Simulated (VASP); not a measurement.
Output of a VASP run:

**OSZICAR**
```
       N       E                     dE             d eps       ncg     rms          rms(c)
DAV:   1     0.204082591958E+02    0.20408E+02   -0.38987E+03   784   0.831E+02
DAV:   2    -0.885996146495E+00   -0.21294E+02   -0.21256E+02   805   0.140E+02
DAV:   3    -0.130159851727E+01   -0.41560E+00   -0.41560E+00  1043   0.281E+01
DAV:   4    -0.130514691939E+01   -0.35484E-02   -0.35484E-02   966   0.232E+00
DAV:   5    -0.130519541188E+01   -0.48492E-04   -0.48492E-04  1008   0.230E-01    0.203E-01
DAV:   6    -0.130566817380E+01   -0.47276E-03   -0.40123E-04   861   0.210E-01    0.137E-01
DAV:   7    -0.130632097820E+01   -0.65280E-03   -0.17236E-03   854   0.404E-01    0.763E-03
DAV:   8    -0.130633127129E+01   -0.10293E-04   -0.14493E-05   952   0.491E-02    0.219E-03
DAV:   9    -0.130633194171E+01   -0.67042E-06   -0.83713E-07   840   0.869E-03
   1 F= -.13063319E+01 E0= -.13062141E+01  d E =-.130633E+01
```

OUTCAR:
```
------------------------ aborting loop because EDIFF is reached ----------------------------------------
  FORCE on cell =-STRESS in cart. coord.  units (eV):
  Direction    XX          YY          ZZ          XY          YZ          ZX
  --------------------------------------------------------------------------------------
  Total        0.0017784      0.0017784      0.0017784      0.0000000     -0.0000000     -0.0000000
  in kB        0.0772654      0.0772654      0.0772654      0.0000000     -0.0000000     -0.0000000
  external PRESSURE =       0.0772654 kB  Pullay stress =       0.0000000 kB
  volume of cell :       36.88
      direct lattice vectors                 reciprocal lattice vectors
    -2.096847176  2.096847176  2.096847176     0.000000000  0.238453239  0.238453239
     2.096847176 -2.096847176  2.096847176     0.238453239  0.000000000  0.238453239
     2.096847176  2.096847176 -2.096847176     0.238453239  0.238453239  0.000000000
 POSITION                                       TOTAL-FORCE (eV/Angst)
 -----------------------------------------------------------------------------------
      0.00000      0.00000      0.00000         0.000000      0.000000      0.000000
 -----------------------------------------------------------------------------------
    total drift:                                0.000000     -0.000000      0.000000
  FREE ENERGIE OF THE ION-ELECTRON SYSTEM (eV)
  ---------------------------------------------------
  free  energy   TOTEN  =        -1.3063319417 eV

  energy  without entropy=       -1.3059783395  energy(sigma->0) =       -1.30621407

 reached required accuracy - stopping structural energy minimisation
```
(Selected blocks of OUTCAR.)

POSCAR:
```
Na
1
   -2.0968471763     2.0968471763     2.0968471763
    2.0968471763    -2.0968471763     2.0968471763
    2.0968471763     2.0968471763    -2.0968471763
Na
1
Direct
  0.0000000000   0.0000000000   0.0000000000
```

### Question
Write an INCAR and KPOINTS that could have produced this output.

### Answer
This is not unique; one that fits is the input of the run itself, PW91 GGA, plane waves, VASP's PBE PAW potentials (set 64).

### INCAR
```
SYSTEM = Na
PREC = Accurate
ENCUT = 520
EDIFF = 1E-6
NELM = 100
ALGO = Normal
LREAL = .FALSE.
LASPH = .TRUE.
ISMEAR = 1
SIGMA = 0.1
GGA = 91
LWAVE = .FALSE.
LCHARG = .FALSE.
IBRION = 2
ISIF = 3
NSW = 60
EDIFFG = -0.01
```

**KPOINTS**
```
K-points
0
gamma
  11 11 11
0 0 0
```

POTCAR, in this order: Na_pv (PBE.64 set). Program: vasp_std.

The compound is Na in the bcc structure. It was relaxed first. The start is the result of an earlier pass.
